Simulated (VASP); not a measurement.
The system is BrRb, in a box.

```
CELL_PARAMETERS angstrom
9.00000 0.00000 0.00000
0.00000 9.00000 0.00000
0.00000 0.00000 12.00000
ATOMIC_POSITIONS crystal
Br 0.50144 0.50233 0.38014
Rb 0.50144 0.50233 0.62553
```

Base run:

- Program: VASP 6.6.1
- Functional: RPBE
- Dispersion: D3(BJ)
- Potentials or basis: VASP PAW PBE potentials, release 64 (Br, Rb_sv)
- Cutoff: 520 eV
- k mesh: 1 × 1 × 1
- Occupations: gaussian, width 0.01 eV
- Spin: no spin polarisation

Its results: gap between the frontier levels 2.59 eV; largest force 0.122 eV/Å.

Question: The run is repeated on the same cell with these changes: functional from RPBE to B3LYP. What comes out?

Answer: Gap between the frontier levels 3.96 eV; largest force 0.181 eV/Å.

B3LYP gives the wider gap, since exact exchange removes part of the self-interaction.

Caveats: the PAW data sets were made with another functional, which shifts forces and pressure a little.

